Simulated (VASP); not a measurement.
The system is ZnGe2N2.

```xyz
5
Lattice="1.5380 0.8880 8.6000 -1.5380 0.8880 8.6000 0.0000 -1.7760 8.6000" Properties=species:S:1:pos:R:3 pbc="T T T"
Zn    0.0000    0.0000    0.0000
Ge    0.0000    0.0000    6.0760
Ge    0.0000    0.0000   19.7240
N     0.0000    0.0000   10.0010
N     0.0000    0.0000   15.7990
```

The cell was built by a generator and needn't be a form met in nature.

```yaml
Program: VASP 6.6.1
Task: relaxation of cell and atoms
Functional: PBE
Potentials_or_basis: VASP PAW PBE potentials, release 64 (Zn, Ge_d, N)
Cutoff: 520 eV
k_mesh: 10 × 10 × 10
Occupations: gaussian, width 0.03 eV
Spin: no spin polarisation
```

At the start: pressure -0.1 GPa; volume 14.09 Å³/atom.

Task: How do energy, volume and symmetry change on relaxing?

Result: Over 20 steps the energy falls by 6.1 meV/atom and the volume is 14.86 Å³/atom (+5.4 %); space group R-3m (No. 166, to 0.05 Å).

Step by step:
| step | energy change (eV) | largest force (eV/Å) | pressure (GPa) | volume (Å³) |
| --- | --- | --- | --- | --- |
| 1 | 0.0000 | 0.0073 | -0.10 | 70.47 |
| 2 | -0.0074 | 0.1244 | -0.02 | 70.38 |
| 3 | -0.0085 | 0.1944 | 0.03 | 70.32 |
| 4 | -0.0111 | 0.0799 | 0.59 | 70.31 |
| 5 | -0.0112 | 0.1088 | 0.66 | 70.31 |
| 6 | -0.0137 | 0.1242 | 0.39 | 70.74 |
| 7 | -0.0158 | 0.1676 | -0.75 | 72.07 |
| 8 | -0.0159 | 0.1601 | -0.63 | 71.81 |
| 9 | -0.0177 | 0.1581 | -0.44 | 71.94 |
| 10 | -0.0221 | 0.1547 | -0.29 | 72.34 |
| 11 | -0.0276 | 0.1474 | 0.08 | 73.13 |
| 12 | -0.0264 | 0.2091 | 1.01 | 74.69 |
| 13 | -0.0290 | 0.1410 | 0.51 | 73.88 |
| 14 | -0.0297 | 0.0897 | -0.38 | 74.78 |
| 15 | -0.0304 | 0.0232 | -0.04 | 74.40 |
| 16 | -0.0304 | 0.0254 | 0.04 | 74.39 |
| 17 | -0.0305 | 0.0204 | -0.02 | 74.37 |
| 18 | -0.0305 | 0.0182 | -0.04 | 74.36 |
| 19 | -0.0305 | 0.0144 | -0.04 | 74.34 |
| 20 | -0.0306 | 0.0074 | -0.02 | 74.29 |

Final structure:
```yaml
crystal:
  lattice:
    - [1.52474, 0.88031, 9.22415]
    - [-1.52474, 0.88031, 9.22415]
    - [0.00000, -1.76061, 9.22415]
  atoms:
    - { symbol: Zn, position: [0.00000, 0.00000, 0.00000] }
    - { symbol: Ge, position: [0.24130, 0.24130, 0.24130] }
    - { symbol: Ge, position: [0.75870, 0.75870, 0.75870] }
    - { symbol: N, position: [0.38441, 0.38441, 0.38441] }
    - { symbol: N, position: [0.61559, 0.61559, 0.61559] }
```
